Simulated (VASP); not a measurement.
VASP input:

KPOINTS:
```
K-points
0
Gamma
 10 10 5
```

INCAR:
```
# general
SYSTEM   =  ZrSe2
PREC     =  Accurate
ENCUT    =  500
LREAL    =  F
LASPH    =  T

# electronic loop
EDIFF    =  1E-6
NELM     =  100
ALGO     =  Normal
LMAXMIX  =  4

# smearing
ISMEAR   =  1
SIGMA    =  0.1

# ions
IBRION   =  2
NSW      =  40
ISIF     =  3
EDIFFG   =  -0.02
PSTRESS  =  50

# output
LWAVE    =  F
LCHARG   =  F
```

File POSCAR:
```
ZrSe2
1
    1.8477691216    -3.2004302135     0.0000000000
    1.8477691216     3.2004302135     0.0000000000
    0.0000000000     0.0000000000     5.9422252398
Zr Se
1 2
Direct
  0.0000000000   0.0000000000   0.0000000000
  0.3333330000   0.6666670000   0.2668880832
  0.6666670000   0.3333330000   0.7331119168
```

POTCAR, in this order: Zr_sv Se (LDA.64 set). Program: vasp_std.

Q: Write an equivalent input for Quantum ESPRESSO's pw.x.

A: One equivalent input (not run):
```
&CONTROL
  calculation = 'vc-relax'
  pseudo_dir = './pseudo'
  outdir = './out'
  tprnfor = .true.
  tstress = .true.
  nstep = 40
  forc_conv_thr = 0.00078
/
&SYSTEM
  ibrav = 0
  nat = 3
  ntyp = 2
  ecutwfc = 86
  occupations = 'smearing'
  smearing = 'methfessel-paxton'
  degauss = 0.00735
  input_dft = 'pz'
/
&ELECTRONS
  conv_thr = 7.3e-08
  electron_maxstep = 100
/
&IONS
/
&CELL
  press = 50
/
ATOMIC_SPECIES
  Zr 91.224 Zr.upf
  Se 78.971 Se.upf
CELL_PARAMETERS angstrom
     1.8477691   -3.2004302    0.0000000
     1.8477691    3.2004302    0.0000000
     0.0000000    0.0000000    5.9422252
ATOMIC_POSITIONS crystal
  Zr   0.0000000  0.0000000  0.0000000
  Se   0.3333330  0.6666670  0.2668881
  Se   0.6666670  0.3333330  0.7331119
K_POINTS automatic
  10 10 5 0 0 0
```
Limits of the translation: the potentials are each code's own (VASP's PAW set, PseudoDojo norm-conserving files in pw.x), so ENCUT and ecutwfc are chosen apart and not converted; conv_thr bounds pw.x's estimated SCF error, while EDIFF bounds the energy change between steps; forc_conv_thr acts on force components and is met together with etot_conv_thr.

The compound is ZrSe2 in the 1T layered structure. This run relaxes it under an external pressure of 5 GPa. Symmetry was kept, so distortions that lower it aren't found.
